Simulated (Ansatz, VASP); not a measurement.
# Cross-check of Au (Gold) between VASP and Ansatz

One calculation is typed for both programs; each brings its own data sets and cutoff. How far apart do they land?

Method: plane waves, with VASP 6.6.1 beside it; relaxation of cell and atoms at LDA, in Ansatz 0.2.0.

The database entry behind the starting cell differs from later determinations by our own check (about 0.15 % short), so it need not match the best structure at ambient conditions.

## (1) The structure

Symmetry: Fm-3m, No. 225, cubic system. Conventional cell: a = 4.072 Å, b = 4.072 Å, c = 4.072 Å, α = 90.00°, β = 90.00°, γ = 90.00°. Nearest to Au lie 12 Au at 2.88 Å.

## (2) Ansatz: relaxation of cell and atoms, LDA

Ansatz runs on its default PAW (the set named soft_2) files.

The relaxed volume is the usual yardstick between codes: its relative difference is about their pressure difference at one cell divided by the bulk modulus.

input.yaml reads:

```yaml
crystal:
  lattice:
    - [0.0, 2.036, 2.036]
    - [2.036, 0.0, 2.036]
    - [2.036, 2.036, 0.0]
  atoms:
    - { symbol: Au, position: [0.0, 0.0, 0.0] }
hamiltonian:
  xc: lda
  pseudopotentials: { kind: paw }
kpoints:
  mp_grid: { grid: [9, 9, 9] }
scf:
  occupations: { method: fermi_dirac, width: 0.05 }
relax:
  f_tol: 0.01
  max_steps: 60
  cell: { stress_tol: 0.05 }
output:
  forces: true
  stress: true
  write_density: true
  write_potential: true
  elf: true
  volumetric_format: npy
```

Command:

```bash
$ ansatz run input.yaml --threads 4 --pin off --max-ram 9216MiB --backend cpu --events-out ev --progress --plain --runs-dir out
```

Numbers of over 12 decimals in the logs are rounded to 6 here.

Log:

```text
Engine: ansatz 0.2.0, aarch64-unknown-linux-gnu
Pseudopotentials: kind: paw
Pseudopotential: Au, paw, valence charge 19, recommended cutoff 420 eV (normal), Au.paw.azcp
Functional definition: SPW92
  exchange = slater_x
  correlation = pw_c
Crystal: 1 atoms, lattice volume = 16.880 Å³
Basis set: ecut = 420 eV, 331 PW (Γ)
Bands: 14, of which v1, the nominal top of the filled ones, is band 10 counted from 1 (9 counted from 0)
Symmetry: 48 space group operations
Space group: Fm-3m (ITA 225), of the structure as read, at distance tolerance 2.6e-5 Å
k-points: 35 of 729
Non-local potential: Au, projectors of the file, l = 0: 3, l = 1: 2, l = 2: 2, l = 3: 1
PAW form: soft (Blöchl's): semilocal exchange-correlation on the pseudo side does not see the compensation charge
PAW frozen core: Au, regenerated for the run's functional, and the local potential with it (the file was generated under x = pbe(κ = 0.804, μ = 0.219515), c = pbe(β = 0.066725))
PAW one-centre angular grid: Au, 590 points (default); XC on 64 Gauss nodes
Initial density: superposition of atomic densities (neutral atoms: chi_scale 0, normalization atom), corrected by the library's trained network
Initial wavefunctions: pseudopotential atomic-orbital guess
Functional: x = slater, c = lda
SCF iter   1: F=—  HF=-12864.977667 eV  |F-HF|=—  |Δ(HF+E_count)|=         —  Δρ=7.80e-3  dr2=6.10e-3  ethr=1.77e-3  ⟨swp⟩=4.6  Hψ=2494  notcnv=0
preconditioner: auto → none  [insulator: Δε(μ)=0.360 eV  Ē_g=16.058 eV  σ=0.050 eV  W_gap=0.74  n_scr=8 (ndim 8)  ℏωp=30.0 eV  f_vac=0.000  D(μ)=0.07/eV (n_scr^D=0)  ε∞_Penn≈4.5]
SCF iter   2: F=—  HF=-12864.975924 eV  |F-HF|=—  |Δ(HF+E_count)|=   1.74e-3  Δρ=3.01e-3  dr2=4.75e-4  ethr=3.21e-5  ⟨swp⟩=2.2  Hψ=999  notcnv=0  defer=7
SCF iter   3: F=—  HF=-12864.975777 eV  |F-HF|=—  |Δ(HF+E_count)|=   1.47e-4  Δρ=1.47e-3  dr2=7.98e-5  ethr=2.50e-6  ⟨swp⟩=2.7  Hψ=772  notcnv=0  defer=7
SCF iter   4: F=—  HF=-12864.975754 eV  |F-HF|=—  |Δ(HF+E_count)|=   2.27e-5  Δρ=3.56e-4  dr2=4.55e-6  ethr=4.20e-7  ⟨swp⟩=1.2  Hψ=488  notcnv=0  defer=7
iter 5 did not close the SCF: its close was put off for the readings that it lacked (scf_convergence_deferred on its scf_iter line)
SCF iter   5: F=-12864.975753 eV  HF=-12864.975753 eV  |F-HF|=1.37e-8  |Δ(HF+E_count)|=   8.15e-7  Δρ=3.64e-5  dr2=5.37e-8  ethr=2.39e-8  ⟨swp⟩=1.8  Hψ=509  notcnv=0  defer=7
SCF iter   6: F=-12864.975753 eV  HF=-12864.975753 eV  |F-HF|=2.55e-11  |Δ(HF+E_count)|=   5.62e-9  Δρ=2.34e-6  dr2=2.00e-10  ethr=2.83e-10  ⟨swp⟩=5.1  Hψ=2379  notcnv=0
SCF 1 converged in 6 iterations: F = -12864.975753 eV  dr2 = 2.00e-10
  greatest PAW one-centre occupation: 1.003 electrons in one spin orbital (limit 2), on the Au atom at site 0 (counted from 0), in its partial waves of l = 0
relax step   1: F+E_penalty+E_count = -12864.97575326 eV  Δ(F+E_penalty+E_count) = +0.000e0 eV  max|allowed force component| = 0.000e0 eV/Å  Δτ_max = 0.0000 Å  P = -3.388 GPa  Ω = 16.880 Å³  (6 SCF iters, dr2 threshold 1.00e-7 eV, accepted)
[...]
relax step   2: F+E_penalty+E_count = -12864.96561565 eV  Δ(F+E_penalty+E_count) = +1.014e-2 eV  max|allowed force component| = 0.000e0 eV/Å  Δτ_max = 0.0000 Å  P = +7.777 GPa  Ω = 15.988 Å³  energy of the carried Pulay correction = +2.397e-4 eV  (5 SCF iters, dr2 threshold 1.00e-7 eV, rejected (line search))
[...]
relax step   3: F+E_penalty+E_count = -12864.97910296 eV  Δ(F+E_penalty+E_count) = -3.350e-3 eV  max|allowed force component| = 0.000e0 eV/Å  Δτ_max = 0.0000 Å  P = -0.290 GPa  Ω = 16.599 Å³  energy of the carried Pulay correction = +7.413e-5 eV  (7 SCF iters, accepted)
[...]
relax step   4: F+E_penalty+E_count = -12864.97913215 eV  Δ(F+E_penalty+E_count) = -2.919e-5 eV  max|allowed force component| = 0.000e0 eV/Å  Δτ_max = 0.0000 Å  P = +0.013 GPa  Ω = 16.573 Å³  energy of the carried Pulay correction = +8.100e-5 eV  (3 SCF iters, dr2 threshold 1.00e-7 eV, accepted)
[...]
relax step   5: F+E_penalty+E_count = -12864.97904910 eV  Δ(F+E_penalty+E_count) = +8.305e-5 eV  max|allowed force component| = 0.000e0 eV/Å  Δτ_max = 0.0000 Å  P = +0.014 GPa  Ω = 16.573 Å³  stress off target by 1.45e-2 GPa  SCF on the basis re-selected at this cell (its energy is not comparable with the rows above)  (5 SCF iters)
basis re-selected at this cell: Δ(F+E_penalty+E_count) = +8.305e-5 eV, ΔP = +0.002 GPa vs the last step (what re-selecting the basis moved, of the pressure what is left beyond the Pulay correction that the steps carried, after the strain that the cell walked since its last selection, with what the two solves' SCF thresholds leave and, on support functions, any second-order correction that the steps lacked; it is no measure of the basis error at this ecutwfc). This SCF's stress stands 1.45e-2 GPa from its target on what of the cell is left free (relax.cell.stress_tol is 5.00e-2 GPa) and its largest allowed force component is 0.00e0 eV/Å (relax.f_tol is 1.00e-2 eV/Å): [rest of the remark cut]
SCF converged after 5 iterations
Free energy (F): -12864.979049 eV
Harris-Foulkes:  -12864.979049 eV  (|F-HF|=7.28e-12)
Internal energy: -12864.978496 eV  (E = F + TS)
E sigma→0 (E₀):  -12864.978772 eV
Entropy (-TS):   -0.000554 eV (-0.554 meV/atom)
Fermi energy:    20.931335 eV
--- Per-component energies (eV) ---
  E_band       = -201.690233
  E_kinetic    = 605.627248
  E_local      = -1668.923044  (includes V_loc(G=0)·N_el)
  E_nonlocal   = 81.337937
  E_hartree    = 711.382638
  E_xc         = -227.053201
  E_vxc        = -275.461069  (∫ρ·V_xc dr)
  E_paw        = -9423.437341  (= ΣΔE_a)
  E_vpaw       = -367.037940  (= ΣTr[D̂ρ^β])
  E_aug_tail   = 0.001365  (compensation charges beyond the density's cutoff)
  E_ewald      = -2944.436815
  E_core_change = 0.522718  (= ΣΔE_core)
  E_smearing   = -0.000554  (= −TS)
  E_closure    = 0.000000  (closes the sum)
  Σ components = -12864.979049   (vs F -12864.979049, Δ=0.00e0)
--- Forces (eV/Å), atoms counted from 1 ---
  atom   1  Au     0.00000000     0.00000000    -0.00000000
  max |Σ_I F_I| component: 3.18e-32 eV/Å
--- Stress (GPa, compression-positive) ---
        0.014498      -0.000000      -0.000000
       -0.000000       0.014498      -0.000000
       -0.000000      -0.000000       0.014498
  P = ⅓ Tr σ = 0.0145 GPa (0.145 kbar)
--- Band table (eV; the first three rows and the last of 35) ---
  k-point 0: bands = [... 6 lower, 16.2042, 16.2042, 17.8214, 17.8214, 35.4769, 39.5671, 39.5671, 39.5671]
  k-point 1: bands = [... 6 lower, 16.3470, 16.3470, 17.7647, 17.7647, 35.9465, 37.4136, 40.0979, 40.0979]
  k-point 2: bands = [... 6 lower, 16.5131, 16.5131, 17.8776, 17.8776, 33.4165, 36.7234, 41.1726, 41.1726]
  k-point 34: bands = [... 6 lower, 15.9333, 17.7586, 19.2769, 24.6123, 27.5135, 28.3532, 31.3538, 42.9956]
--- Relaxed structure (4 steps of the walk, 3 accepted, 1 SCFs on fresh bases) ---
  F+E_penalty+E_count = -12864.97904910 eV   max|allowed force component| = 0.000e0 eV/Å   (the final SCF, on the basis selected at the relaxed cell)
  cell:  # Å, volume = 16.5729 Å³
    - [0, 2.023592, 2.023592]
    - [2.023592, 0, 2.023592]
    - [2.023592, 2.023592, 0]
  atoms:
    - { symbol: Au, position: [0.0, 0.0, 0.0] }
```

Elapsed: 0.84 s, on 4 threads of Arm Neoverse V2, shared host; peak memory 0.28 GiB.

## (3) VASP: relaxation of cell and atoms, LDA

The same cell, functional (in two slightly different forms), mesh and smearing now go to VASP, with its own data sets and cutoff.

Lines of VASP's logs that name or quote its potential files are left out, and so is its time.

INCAR reads:

```
SYSTEM = Au
PREC = Accurate
ENCUT = 520
EDIFF = 1E-06
NELM = 100
ISMEAR = -1
SIGMA = 0.05
LREAL = .FALSE.
ALGO = Normal
GGA = CA
NBANDS = 11
LASPH = .TRUE.
LORBIT = 11
LWAVE = .FALSE.
LCHARG = .FALSE.
KPAR = 2
IBRION = 2
NSW = 60
ISIF = 3
EDIFFG = -0.01
```

POSCAR reads:

```
Au
1.0
    0.0000000000      2.0360000000      2.0360000000
    2.0360000000      0.0000000000      2.0360000000
    2.0360000000      2.0360000000      0.0000000000
Au
1
Direct
    0.0000000000      0.0000000000      0.0000000000
```

KPOINTS reads:

```
Automatic mesh
0
Gamma
9 9 9
0 0 0
```

Potentials, in the order of the species: Au (PBE family, release 64).

Command:

```bash
$ mpirun -np 2 vasp_std
```

Log:

```text
[banner, memory and clock lines left out]
running    2 mpi-ranks, on    1 nodes
 distrk:  each k-point on    1 cores,    2 groups
 distr:  one band on    1 cores,    1 groups

 POSCAR found type information on POSCAR Au
 POSCAR found :  1 types and       1 ions
|                                                                             |
|               ----> ADVICE to this user running VASP <----                  |
|                                                                             |
|     You enforced a specific xc type in the INCAR file but a different       |
|     [... a line on the potential file left out ...]
|     I HOPE YOU KNOW WHAT YOU ARE DOING!                                     |
|                                                                             |

 LDA part: xc-table for (Slater(with rela. corr.)+CA(PZ))
 , standard interpolation
 POSCAR, INCAR and KPOINTS ok, starting setup
 FFT: planning ... GRIDC
 FFT: planning ... GRID_SOFT
 FFT: planning ... GRID
 WAVECAR not read
 entering main loop
       N       E                     dE             d eps       ncg     rms          rms(c)
DAV:   1     0.463803081560E+02    0.46380E+02   -0.58670E+03   834   0.900E+02
DAV:   2    -0.431425233194E+01   -0.50695E+02   -0.47684E+02   857   0.191E+02
DAV:   3    -0.494105327556E+01   -0.62680E+00   -0.62535E+00   878   0.204E+01
DAV:   4    -0.494310812238E+01   -0.20548E-02   -0.20547E-02   854   0.135E+00
DAV:   5    -0.494312260757E+01   -0.14485E-04   -0.14484E-04   881   0.108E-01    0.100E+01
DAV:   6    -0.453220675953E+01    0.41092E+00   -0.12296E+00   821   0.929E+00    0.580E+00
DAV:   7    -0.450649417228E+01    0.25713E-01   -0.82159E-02   872   0.235E+00    0.285E+00
DAV:   8    -0.450274857362E+01    0.37456E-02   -0.15802E-03   818   0.429E-01    0.322E-01
DAV:   9    -0.450273037340E+01    0.18200E-04   -0.21082E-05   857   0.344E-02    0.124E-02
DAV:  10    -0.450273084637E+01   -0.47296E-06   -0.10249E-06   728   0.803E-03
   1 F= -.45027308E+01 E0= -.45024768E+01  d E =-.450273E+01
 curvature:   0.00 expect dE= 0.000E+00 dE for cont linesearch  0.000E+00
 trial: gam= 0.00000 g(F)=  0.000E+00 g(S)=  0.981E-02 ort = 0.000E+00 (trialstep = 0.100E+01)
 search vector abs. value=  0.981E-02
 bond charge predicted
       N       E                     dE             d eps       ncg     rms          rms(c)
DAV:   1    -0.467470994848E+01   -0.17198E+00   -0.32431E+00   806   0.177E+01    0.260E+00
DAV:   2    -0.450507389625E+01    0.16964E+00   -0.50876E-01   797   0.600E+00    0.924E-01
DAV:   3    -0.449806933320E+01    0.70046E-02   -0.28922E-02   872   0.139E+00    0.620E-01
DAV:   4    -0.449809108217E+01   -0.21749E-04   -0.15529E-03   821   0.263E-01    0.937E-02
DAV:   5    -0.449806518068E+01    0.25901E-04   -0.30672E-05   833   0.443E-02    0.588E-03
DAV:   6    -0.449806772338E+01   -0.25427E-05   -0.37295E-07   711   0.448E-03    0.999E-04
DAV:   7    -0.449806786887E+01   -0.14549E-06   -0.59268E-08   427   0.167E-03
   2 F= -.44980679E+01 E0= -.44977412E+01  d E =0.466298E-02
 trial-energy change:    0.004663  1 .order    0.004996   -0.009815    0.019807
 step:   0.3466(harm=  0.3313)  dis= 0.00000  next Energy=    -4.504446 (dE=-0.171E-02)
 bond charge predicted
       N       E                     dE             d eps       ncg     rms          rms(c)
DAV:   1    -0.457839996799E+01   -0.80332E-01   -0.13909E+00   806   0.116E+01    0.161E+00
DAV:   2    -0.450787469970E+01    0.70525E-01   -0.20955E-01   791   0.389E+00    0.749E-01
DAV:   3    -0.450450879394E+01    0.33659E-02   -0.13922E-02   869   0.973E-01    0.505E-01
DAV:   4    -0.450446222201E+01    0.46572E-04   -0.45319E-04   812   0.161E-01    0.331E-02
DAV:   5    -0.450446750516E+01   -0.52832E-05   -0.16229E-05   899   0.289E-02    0.233E-03
DAV:   6    -0.450446864070E+01   -0.11355E-05   -0.43072E-07   647   0.486E-03    0.514E-04
DAV:   7    -0.450446864017E+01    0.52296E-09   -0.16341E-08   406   0.101E-03
   3 F= -.45044686E+01 E0= -.45041999E+01  d E =-.173779E-02
 curvature:  -0.17 expect dE=-0.139E-06 dE for cont linesearch -0.139E-06
 trial: gam=-0.00915 g(F)=  0.831E-69 g(S)=  0.837E-06 ort = 0.906E-04 (trialstep = 0.869E+00)
 search vector abs. value=  0.171E-09
 reached required accuracy - stopping structural energy minimisation
```

Parts of OUTCAR (step 3):

```text
ion  position               nearest neighbor table
   1  0.000  0.000  0.000-

  LATTYP: Found a face centered cubic cell.
 ALAT       =     4.0720000000

 Subroutine GETGRP returns: Found 48 space group operations
 (whereof 48 operations were pure point group operations)

The static configuration has the point symmetry O_h .

 Found     35 irreducible k-points:

   k-points           NKPTS =     35   k-points in BZ     NKDIM =     35   number of bands    NBANDS=     11

   dimension x,y,z NGX =    24 NGY =   24 NGZ =   24
   dimension x,y,z NGXF=    48 NGYF=   48 NGZF=   48

   ENCUT  =  520.0 eV  38.22 Ry    6.18 a.u.   5.35  5.35  5.35*2*pi/ulx,y,z

   NELECT =      11.0000    total number of electrons

 k-points in reciprocal lattice and weights: Automatic mesh
   0.00000000  0.00000000  0.00000000       0.001
   0.11111111  0.00000000  0.00000000       0.011
   0.22222222  0.00000000  0.00000000       0.011
   0.33333333  0.00000000  0.00000000       0.011
   0.44444444  0.00000000  0.00000000       0.011
   0.11111111  0.11111111  0.00000000       0.008
   0.22222222  0.11111111  0.00000000       0.033
   0.33333333  0.11111111  0.00000000       0.033
   0.44444444  0.11111111  0.00000000       0.033
[...]
-0.33333333  0.44444444  0.11111111       0.033
  -0.33333333  0.44444444  0.22222222       0.033

 average (electrostatic) potential at core
       1 -63.8684

 E-fermi :   9.4558

 k-point     1 :       0.0000    0.0000    0.0000
  band No.  band energies     occupation
    ...
      2       4.7266      2.00000
      3       4.7266      2.00000
      4       4.7266      2.00000
      5       6.3352      2.00000
      6       6.3352      2.00000
      7      24.0514      0.00000
      8      28.1313      0.00000
      9      28.1313      0.00000
     10      28.1313      0.00000
     11      33.1735      0.00000

 k-point     2 :       0.1111    0.0000    0.0000
  band No.  band energies     occupation
    ...
      2       4.5922      2.00000
      3       4.8686      2.00000
      4       4.8686      2.00000
      5       6.2788      2.00000
      6       6.2788      2.00000
      7      24.5154      0.00000
      8      25.9488      0.00000
      9      28.6572      0.00000
     10      28.6572      0.00000
     11      33.6104      0.00000

 k-point     3 :       0.2222    0.0000    0.0000
  band No.  band energies     occupation
    ...
      2       4.4857      2.00000
      3       5.0341      2.00000
      4       5.0341      2.00000
      5       6.3907      2.00000
      6       6.3907      2.00000
      7      21.9131      0.00000
      8      25.2919      0.00000
      9      29.6974      0.00000
     10      29.6974      0.00000
     11      31.4001      0.00000

  Total       -0.0024041     -0.0024041     -0.0024041     -0.0000000     -0.0000000      0.0000000
  in kB       -0.2312011     -0.2312011     -0.2312011     -0.0000000     -0.0000000      0.0000000
  external PRESSURE =      -0.2312011 kB  Pullay stress =       0.0000000 kB

  energy-cutoff  :      520.00
  volume of cell :       16.66
      direct lattice vectors                 reciprocal lattice vectors
     0.000000000  2.027134008  2.027134008    -0.246653649  0.246653649  0.246653649
     2.027134008  0.000000000  2.027134008     0.246653649 -0.246653649  0.246653649
     2.027134008  2.027134008  0.000000000     0.246653649  0.246653649 -0.246653649

 POSITION                                       TOTAL-FORCE (eV/Angst)
 -----------------------------------------------------------------------------------
      0.00000      0.00000      0.00000         0.000000      0.000000      0.000000
 -----------------------------------------------------------------------------------
    total drift:                               -0.000000      0.000000     -0.000000

  FREE ENERGIE OF THE ION-ELECTRON SYSTEM (eV)
  ---------------------------------------------------
  free  energy   TOTEN  =        -4.5044686402 eV

  energy  without entropy=       -4.5039312356  energy(sigma->0) =       -4.50419994

 reached required accuracy - stopping structural energy minimisation

 total charge
# of ion       s       p       d       tot
------------------------------------------
    1        0.545   0.374   8.758   9.677

[... 3 further parts left out ...]
```

CONTCAR:

```
Au
   1.00000000000000
     0.0000000000000000    2.0271340078624256    2.0271340078624256
     2.0271340078624256    0.0000000000000000    2.0271340078624256
     2.0271340078624256    2.0271340078624256    0.0000000000000000
  Au
     1
Direct
     0.0000000000000000    0.0000000000000000    0.0000000000000000
```

This run has no spin polarisation. Its electron count is odd, so without a moment it is a metal by construction. The k-mesh is coarse for a metal. The PAW data sets were made with PBE, though LDA sets exist; this is a small mismatch.

## (4) Side by side

Known differences besides the potentials themselves: the two LDA forms differ slightly; both relaxations stop at a tolerance, which leaves soft axes loose, and VASP keeps its plane-wave basis; the data sets hold 19 valence electrons in Ansatz (default PAW (the set named soft_2) files) and 11 in VASP; the cutoff is 420 eV in Ansatz and 520 eV in VASP; Ansatz makes its cores anew for this functional, VASP keeps those of its PBE data sets; VASP's log shows a relativistic correction to its local exchange, Ansatz's none; Ansatz adds a Pulay correction to the stress that steers its cell, VASP none. Total energies have different zeros and are not compared.

Both answers:

```csv
quantity,Ansatz,VASP,difference
volume (Å³),16.57,16.66,-0.52 %
"edge a after relaxation, in the typed setting (Å)",2.862,2.867,-0.17 %
```

The walks stopped with 0.01 GPa left in Ansatz and -0.02 GPa in VASP; each walk ends within a tolerance, so the volume difference is uncertain by about these residues over the bulk modulus, most in soft cells.

## (5) Results

```json
{
  "difference in volume (relaxation of cell and atoms, LDA)": "-0.52 %"
}
```

**Reading.** The difference in volume is -0.52 % (relaxation of cell and atoms, LDA), within the 1.2 % picked in this series as the mark of a large difference, as far as the stopping tolerances let one tell. Such differences can come from data sets, numerical settings and the points named under the comparisons, not from the functional's error against experiment.

[Lines on the potential files, build, host, timing and source positions are cut from VASP's logs without a mark.]

[Logs are printed without paths, hosts, clocks, repeated set-up lines and the standing remarks that a program may print on its own settings, such as how far it seeks lower states.]

[Hosts, paths, dates, database ids (printed as entryN), source tags and the programs' standing remarks are cut or masked in the printed files.]

[VASP's PBE data sets in a run with another functional are called a small mismatch above; for pressures it isn't always small: they can move by 1 GPa and more.]
